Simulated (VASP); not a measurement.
Level of theory: HSE06 screened hybrid, VASP's PBE PAW potentials (set 64) (plane waves; VASP 6.6.1).

Input for VASP

**INCAR**
```
HFSCREEN  =  0.2
ISMEAR  =  0   ! Gaussian
LHFCALC  =  T
ISIF  =  0
ISPIN  =  2   ! spin-polarised
AEXX  =  0.25
ISYM  =  0
PRECFOCK  =  Fast
SIGMA  =  0.05   ! width (eV)
LREAL  =  Auto
LORBIT  =  10
EDIFF  =  1E-5   ! SCF stop (eV)
NELMIN  =  4
ALGO  =  Normal
NUPDOWN  =  1
SYSTEM  =  Al35GeN36
ENCUT  =  400   ! plane-wave cut-off (eV)
NELM  =  50   ! most electronic steps
MAGMOM  =  72*0.0139
LMAXMIX  =  4
LASPH  =  T
LCHARG  =  F
LWAVE  =  F
PREC  =  Normal
GGA  =  PE   ! PBE
```

File KPOINTS:
```
Automatic mesh
0
Gamma
1 1 1
0 0 0
```

File POSCAR:
```
Al35GeN36
1
    4.6932676572    -8.1289780182     0.0000000000
    4.6932676572     8.1289780182     0.0000000000
    0.0000000000     0.0000000000    10.0192026154
Al N Ge
35 36 1
Direct
  0.2218685820   0.1105575108   0.2493728529
  0.1105195451   0.2209730498   0.9996608394
  0.2218370692   0.1104152905   0.7498340020
  0.1085125564   0.2191196039   0.4998672875
  0.2201806900   0.4434418941   0.2458263703
  0.1104945225   0.5560263330   0.9994370168
  0.2188562876   0.4425323050   0.7524681209
  0.1083988663   0.5554862386   0.5000805744
  0.2219598028   0.7776722878   0.2494253996
  0.1110102797   0.8887437013   0.9999825769
  0.2220023507   0.7776734011   0.7498776911
  0.1108045263   0.8883511538   0.4996682296
  0.5559557931   0.1111557504   0.2497452320
  0.4438857341   0.2211143464   0.9998430348
  0.5556368417   0.1108145932   0.7499349178
  0.4436513864   0.2191755938   0.4999390404
  0.5560269896   0.4435241620   0.2462633760
  0.4443422894   0.5553279629   0.9993777253
  0.5567292369   0.4424188456   0.7524240193
  0.5562040137   0.7789374039   0.2461717000
  0.4439023200   0.8892777778   0.9999312184
  0.5567228888   0.7803363086   0.7525354346
  0.4438901949   0.8904286469   0.4999645184
  0.8885295134   0.1110507675   0.2495765191
  0.7777268173   0.2221946728   0.9994690802
  0.8885571407   0.1110648458   0.7497301470
  0.7774225199   0.2217940885   0.4999115571
  0.8885362364   0.4440681043   0.2496777048
  0.7785605445   0.5559438111   0.9999502014
  0.8884474041   0.4438945835   0.7498385639
  0.7797029554   0.5556020836   0.5000988144
  0.8892157831   0.7779489784   0.2496042353
  0.7786743099   0.8892668105   0.9996960295
  0.8887071339   0.7774795482   0.7500851872
  0.7797670431   0.8903898408   0.5001395487
  0.2219835593   0.1108467129   0.4411786868
  0.1105773285   0.2211058387   0.1906206053
  0.2220518734   0.1106727111   0.9408261331
  0.1110923373   0.2221210298   0.6909284635
  0.2160153277   0.4411425857   0.4383987084
  0.1105046712   0.5560151532   0.1904337266
  0.2214772230   0.4439488540   0.9425779142
  0.1110323223   0.5551531768   0.6911226481
  0.2220995104   0.7771528266   0.4412290714
  0.1110655087   0.8887111734   0.1913648044
  0.2221702299   0.7779376540   0.9408337196
  0.1107109356   0.8884021955   0.6908026920
  0.5557214257   0.1108155765   0.4409456460
  0.4438885245   0.2212433547   0.1908930273
  0.5554812620   0.1109295544   0.9409003171
  0.4442080069   0.2219043989   0.6909685426
  0.5575410645   0.4413696931   0.4388285933
  0.4440422193   0.5551843719   0.1912556179
  0.5557499710   0.4439639729   0.9425167252
  0.4440773198   0.5550445288   0.6970426028
  0.5577345002   0.7821259083   0.4387577490
  0.4439110782   0.8890135457   0.1909219544
  0.5557074016   0.7782050132   0.9426312393
  0.4443584042   0.8882758791   0.6910277599
  0.8881040174   0.1106603262   0.4408870601
  0.7777787893   0.2222341763   0.1907617473
  0.8887508345   0.1109885044   0.9406835882
  0.7775531859   0.2219623958   0.6912787031
  0.8880703488   0.4436800039   0.4409521264
  0.7783253976   0.5560218401   0.1909869523
  0.8886792991   0.4443987523   0.9407424933
  0.7771594798   0.5551318676   0.6910871968
  0.8883051751   0.7772583109   0.4413474173
  0.7785417409   0.8890389832   0.1906928459
  0.8889855727   0.7777298196   0.9410226943
  0.7771859296   0.8883659414   0.6911728424
  0.4434350551   0.5547130732   0.5001866173
```

POTCAR, in this order: Al N Ge (PBE.64 set). Program: vasp_gam. Read from the step before: WAVECAR.

The resulting files:

File OUTCAR:
```
 ion  position               nearest neighbor table
   1  0.222  0.111  0.249-  45 1.89  37 1.90  49 1.90  36 1.92  10 3.08  14 3.08   2 3.08  12 3.09
                            16 3.09   4 3.09  32 3.12   9 3.13  17 3.13  24 3.13   5 3.13  13 3.13
   2  0.111  0.221  1.000-  62 1.90  38 1.90  42 1.90  37 1.91   5 3.06   7 3.06   1 3.08   3 3.09
                            26 3.09  24 3.09  33 3.11  10 3.12  14 3.13  25 3.13  18 3.14   6 3.15
   3  0.222  0.110  0.750-  47 1.90  51 1.90  39 1.90  38 1.91   2 3.09  16 3.09  10 3.09   4 3.09
                            14 3.09  12 3.09  11 3.12  34 3.13  19 3.13  15 3.13  26 3.13   7 3.13
   4  0.109  0.219  0.500-  60 1.89  36 1.90  40 1.91  39 1.91  26 3.08  24 3.08  35 3.09   3 3.09
                             1 3.09   7 3.12  12 3.12  27 3.12   5 3.13  16 3.15   8 3.16
   5  0.220  0.443  0.246-  41 1.89  37 1.89  53 1.90  40 1.93   2 3.06   6 3.06  18 3.07  28 3.12
                            24 3.12  72 3.13   9 3.13   8 3.13   4 3.13   1 3.13  20 3.15  17 3.15
   6  0.110  0.556  0.999-  66 1.90  46 1.90  42 1.90  41 1.91   5 3.06   7 3.06  11 3.08  30 3.08
                             9 3.09  28 3.09  29 3.12  10 3.12  25 3.13  21 3.13  18 3.14   2 3.15
   7  0.219  0.443  0.752-  43 1.89  39 1.89  42 1.90  55 1.91   6 3.06   2 3.06  18 3.08  26 3.11
                            30 3.11   8 3.11   4 3.12  72 3.12  11 3.13   3 3.13  22 3.17  19 3.17
   8  0.108  0.555  0.500-  64 1.89  44 1.90  40 1.91  43 1.91  30 3.08  28 3.08  31 3.09  11 3.09
                             9 3.09  12 3.11   7 3.11  27 3.12   5 3.13  23 3.15   4 3.16
   9  0.222  0.778  0.249-  45 1.90  41 1.90  57 1.90  44 1.92  10 3.08  21 3.08   6 3.09  12 3.09
                            23 3.09   8 3.09  32 3.12   1 3.13   5 3.13  28 3.13  20 3.13  13 3.13
  10  0.111  0.889  1.000-  38 1.90  70 1.90  46 1.90  45 1.92   1 3.08   9 3.08  32 3.08   3 3.09
                            34 3.09  11 3.09   6 3.12   2 3.12  33 3.12  14 3.12  29 3.12  21 3.12
  11  0.222  0.778  0.750-  47 1.90  59 1.90  43 1.90  46 1.91   6 3.08  23 3.09   8 3.09  21 3.09
                            12 3.09  10 3.09   3 3.12  34 3.13  15 3.13  22 3.13   7 3.13  30 3.13
  12  0.111  0.888  0.500-  68 1.90  44 1.90  36 1.90  47 1.92  32 3.09  11 3.09   9 3.09   3 3.09
                             1 3.09  34 3.09   8 3.11  16 3.11   4 3.12  31 3.12  23 3.12  35 3.12
  13  0.556  0.111  0.250-  61 1.90  57 1.90  49 1.90  48 1.92  16 3.08  23 3.08  21 3.09  27 3.09
                            14 3.09  25 3.09  17 3.12  20 3.12  24 3.12  28 3.12   9 3.13   1 3.13
  14  0.444  0.221  1.000-  50 1.90  38 1.90  54 1.90  49 1.91  17 3.06  19 3.06   1 3.08  13 3.09
                            15 3.09   3 3.09  21 3.11  10 3.12   2 3.13  25 3.13  18 3.13  29 3.14
  15  0.556  0.111  0.750-  63 1.90  59 1.90  51 1.90  50 1.91  23 3.08  16 3.08  25 3.08  21 3.08
                            27 3.09  14 3.09  22 3.11  19 3.11  26 3.12  30 3.13  11 3.13   3 3.13
  16  0.444  0.219  0.500-  48 1.89  36 1.90  52 1.91  51 1.91  15 3.08  13 3.08   3 3.09  23 3.09
                             1 3.09  19 3.11  12 3.11  27 3.12  17 3.13   4 3.15  31 3.16
  17  0.556  0.444  0.246-  65 1.89  49 1.89  53 1.90  52 1.93  29 3.06  14 3.06  18 3.07  28 3.12
                            13 3.12  31 3.13  72 3.13  16 3.13   1 3.13  32 3.13  20 3.15   5 3.15
  18  0.444  0.555  0.999-  54 1.90  58 1.90  42 1.90  53 1.92   5 3.07  20 3.07  17 3.07  22 3.08
                            19 3.08   7 3.08  29 3.13  14 3.13   2 3.14  33 3.14  21 3.14   6 3.14
  19  0.557  0.442  0.752-  67 1.89  51 1.90  54 1.90  55 1.91  14 3.06  29 3.07  18 3.08  30 3.11
                            15 3.11  31 3.11  16 3.11  72 3.12   3 3.13  34 3.13  22 3.17   7 3.17
  20  0.556  0.779  0.246-  57 1.89  69 1.89  53 1.90  56 1.93  21 3.06  33 3.06  18 3.07  24 3.12
                            13 3.12  23 3.13  35 3.13  72 3.13  32 3.13   9 3.13  17 3.15   5 3.15
  21  0.444  0.889  1.000-  50 1.90  46 1.90  58 1.90  57 1.91  20 3.06  22 3.06   9 3.08  15 3.08
                            13 3.09  11 3.09  14 3.11  10 3.12   6 3.13  25 3.13  18 3.14  33 3.14
  22  0.557  0.780  0.753-  59 1.89  71 1.89  58 1.90  55 1.91  33 3.06  21 3.06  18 3.08  15 3.11
                            26 3.11  35 3.11  23 3.11  72 3.12  11 3.13  34 3.13   7 3.17  19 3.17
  23  0.444  0.890  0.500-  48 1.89  44 1.90  56 1.91  59 1.91  15 3.08  13 3.08  11 3.09  16 3.09
                             9 3.09  22 3.11  12 3.12  27 3.12  20 3.13   8 3.15  35 3.15
  24  0.889  0.111  0.250-  61 1.90  69 1.90  37 1.90  60 1.92   4 3.08  33 3.09  35 3.09   2 3.09
                            25 3.09  27 3.09   5 3.12  20 3.12  13 3.12  28 3.13  32 3.13   1 3.13
  25  0.778  0.222  0.999-  50 1.90  66 1.90  62 1.90  61 1.92  30 3.08  15 3.08  26 3.08  24 3.09
                            28 3.09  13 3.09   6 3.13  14 3.13  29 3.13  21 3.13  33 3.13   2 3.13
  26  0.889  0.111  0.750-  63 1.90  39 1.90  71 1.90  62 1.91   4 3.08  35 3.08  25 3.08  27 3.09
                            33 3.09   2 3.09   7 3.11  22 3.11  15 3.12  30 3.12   3 3.13  34 3.13
  27  0.777  0.222  0.500-  48 1.90  60 1.90  64 1.90  63 1.92  26 3.09  13 3.09  15 3.09  30 3.09
                            24 3.09  28 3.09   8 3.12   4 3.12  23 3.12  16 3.12  35 3.12  31 3.12
  28  0.889  0.444  0.250-  61 1.90  65 1.90  41 1.90  64 1.92   8 3.08  31 3.08  29 3.08  25 3.09
                             6 3.09  27 3.09   5 3.12  17 3.12  13 3.12  24 3.13   9 3.13  32 3.13
  29  0.779  0.556  1.000-  66 1.90  70 1.90  54 1.90  65 1.91  17 3.06  19 3.07  34 3.08  28 3.08
                            32 3.08  30 3.09   6 3.12  10 3.12  33 3.13  25 3.13  18 3.13  14 3.14
  30  0.888  0.444  0.750-  63 1.90  67 1.90  43 1.90  66 1.91   8 3.08  31 3.08  25 3.08   6 3.08
                            27 3.09  29 3.09  19 3.11   7 3.11  26 3.12  15 3.13  34 3.13  11 3.13
  31  0.780  0.556  0.500-  64 1.89  68 1.90  52 1.91  67 1.91  30 3.08  28 3.08   8 3.09  34 3.09
                            32 3.09  19 3.11  12 3.12  27 3.12  17 3.13  35 3.14  16 3.16
  32  0.889  0.778  0.250-  45 1.90  69 1.90  65 1.90  68 1.92  10 3.08  29 3.08  12 3.09  33 3.09
                            35 3.09  31 3.09   1 3.12   9 3.12  24 3.13  20 3.13  28 3.13  17 3.13
  33  0.779  0.889  1.000-  70 1.90  62 1.90  58 1.90  69 1.91  20 3.06  22 3.06  34 3.08  24 3.09
                            32 3.09  26 3.09   2 3.11  10 3.12  29 3.13  25 3.13  18 3.14  21 3.14
  34  0.889  0.777  0.750-  47 1.90  67 1.90  71 1.90  70 1.91  33 3.08  29 3.08  35 3.09  31 3.09
                            10 3.09  12 3.09   3 3.13  11 3.13  22 3.13  30 3.13  19 3.13  26 3.13
  35  0.780  0.890  0.500-  60 1.89  68 1.90  56 1.91  71 1.91  26 3.08  24 3.09   4 3.09  34 3.09
                            32 3.09  22 3.11  12 3.12  27 3.12  20 3.13  31 3.14  23 3.15
  36  0.222  0.111  0.441-  16 1.90   4 1.90  12 1.90   1 1.92
  37  0.111  0.221  0.191-   5 1.89   1 1.90  24 1.90   2 1.91
  38  0.222  0.111  0.941-   2 1.90  14 1.90  10 1.90   3 1.91
  39  0.111  0.222  0.691-   7 1.89   3 1.90  26 1.90   4 1.91
...
```

File OSZICAR:
```
       N       E                     dE             d eps       ncg     rms          rms(c)
DAV:   1    -0.622451184639E+03   -0.62245E+03   -0.17835E+01   856   0.862E+00    0.483E+01
DAV:   2    -0.622578485513E+03   -0.12730E+00   -0.44512E-01   828   0.152E+00    0.338E+01
DAV:   3    -0.622561659787E+03    0.16826E-01   -0.16625E-02   856   0.275E-01    0.213E+01
DAV:   4    -0.622554054537E+03    0.76052E-02   -0.36356E-03   816   0.136E-01    0.126E+01
DAV:   5    -0.622551570635E+03    0.24839E-02   -0.11252E-03   812   0.863E-02    0.737E+00
DAV:   6    -0.622550731465E+03    0.83917E-03   -0.32780E-04   836   0.509E-02    0.425E+00
DAV:   7    -0.622550448737E+03    0.28273E-03   -0.95827E-05   804   0.267E-02    0.246E+00
DAV:   8    -0.622550361175E+03    0.87562E-04   -0.32419E-05   576   0.157E-02    0.144E+00
DAV:   9    -0.622550333445E+03    0.27730E-04   -0.18579E-05   476   0.120E-02    0.828E-01
DAV:  10    -0.622550328587E+03    0.48581E-05   -0.69843E-06   444   0.714E-03
   1 F= -.62255033E+03 E0= -.62255033E+03  d E =-.874571E-14  mag=     1.0000
```

**OUTCAR**
```
------------------------ aborting loop because EDIFF is reached ----------------------------------------
  volume of cell :      764.49
      direct lattice vectors                 reciprocal lattice vectors
     4.693267657 -8.128978018  0.000000000     0.106535582 -0.061508347  0.000000000
     4.693267657  8.128978018  0.000000000     0.106535582  0.061508347  0.000000000
     0.000000000  0.000000000 10.019202615     0.000000000  0.000000000  0.099808342
  FREE ENERGIE OF THE ION-ELECTRON SYSTEM (eV)
  ---------------------------------------------------
  free  energy   TOTEN  =      -622.5503285867 eV

  energy  without entropy=     -622.5503285867  energy(sigma->0) =     -622.55032859

  exchange ACFDT corr.  =         0.00000000  see jH, gK, PRB 81, 115126

 total charge

# of ion       s       p       d       tot
------------------------------------------
    1        0.413   0.447   0.000   0.859
    2        0.413   0.448   0.000   0.861
    3        0.412   0.446   0.000   0.858
    4        0.415   0.448   0.000   0.863
    5        0.412   0.447   0.000   0.859
    6        0.413   0.448   0.000   0.861
    7        0.413   0.448   0.000   0.861
    8        0.415   0.448   0.000   0.863
    9        0.413   0.447   0.000   0.859
   10        0.412   0.446   0.000   0.859
   11        0.412   0.446   0.000   0.858
   12        0.412   0.446   0.000   0.859
   13        0.411   0.446   0.000   0.857
   14        0.413   0.447   0.000   0.861
   15        0.413   0.446   0.000   0.859
   16        0.415   0.448   0.000   0.863
   17        0.412   0.447   0.000   0.859
   18        0.411   0.445   0.000   0.856
   19        0.413   0.448   0.000   0.861
   20        0.412   0.447   0.000   0.859
   21        0.413   0.448   0.000   0.861
   22        0.413   0.448   0.000   0.862
   23        0.415   0.448   0.000   0.862
   24        0.411   0.446   0.000   0.857
   25        0.412   0.446   0.000   0.858
   26        0.413   0.447   0.000   0.859
   27        0.410   0.446   0.000   0.856
   28        0.411   0.446   0.000   0.857
   29        0.413   0.448   0.000   0.861
   30        0.413   0.447   0.000   0.859
   31        0.415   0.448   0.000   0.863
   32        0.413   0.447   0.000   0.860
   33        0.413   0.448   0.000   0.861
   34        0.412   0.446   0.000   0.858
   35        0.415   0.448   0.000   0.863
   36        1.232   2.592   0.000   3.824
   37        1.233   2.595   0.000   3.829
   38        1.232   2.594   0.000   3.826
   39        1.232   2.592   0.000   3.824
   40        1.256   2.539   0.000   3.795
   41        1.233   2.595   0.000   3.829
   42        1.234   2.593   0.000   3.827
   43        1.232   2.592   0.000   3.824
   44        1.232   2.592   0.000   3.824
   45        1.233   2.595   0.000   3.828
   46        1.232   2.594   0.000   3.826
   47        1.231   2.594   0.000   3.824
   48        1.238   2.595   0.000   3.833
   49        1.233   2.595   0.000   3.828
   50        1.232   2.595   0.000   3.826
   51        1.232   2.592   0.000   3.824
   52        1.256   2.540   0.000   3.796
   53        1.230   2.592   0.000   3.822
   54        1.234   2.593   0.000   3.827
   55        1.252   2.539   0.000   3.791
   56        1.256   2.540   0.000   3.796
   57        1.233   2.595   0.000   3.828
   58        1.234   2.593   0.000   3.827
   59        1.232   2.592   0.000   3.824
   60        1.238   2.594   0.000   3.832
   61        1.232   2.594   0.000   3.825
   62        1.232   2.594   0.000   3.826
   63        1.233   2.594   0.000   3.826
   64        1.238   2.594   0.000   3.832
   65        1.233   2.595   0.000   3.828
   66        1.232   2.595   0.000   3.827
   67        1.232   2.593   0.000   3.825
   68        1.232   2.592   0.000   3.824
   69        1.233   2.595   0.000   3.828
   70        1.232   2.594   0.000   3.827
   71        1.232   2.592   0.000   3.824
   72        1.107   1.163   0.248   2.518
--------------------------------------------------
tot         60.028 109.963   0.248 170.239

 magnetization (x)

# of ion       s       p       d       tot
------------------------------------------
    1        0.002   0.000   0.000   0.002
    2        0.002   0.000   0.000   0.002
    3        0.002   0.000   0.000   0.002
    4        0.004   0.001   0.000   0.005
    5        0.001   0.000   0.000   0.001
    6        0.002   0.000   0.000   0.002
    7        0.001   0.000   0.000   0.001
    8        0.004   0.001   0.000   0.005
    9        0.002   0.000   0.000   0.002
   10        0.001  -0.000   0.000   0.001
   11        0.002   0.000   0.000   0.002
   12        0.002  -0.000   0.000   0.001
   13        0.001  -0.000   0.000   0.000
...
```
(Selected blocks of OUTCAR.)

The supercell is sampled at Γ alone, which is coarse: total energies, pressure and levels can be off, energies of defects by several tenths of an eV.

The cell is a supercell with a defect, built from AlN (wurtzite): Ge_Al. The cell's shape comes from a PBE relaxation.
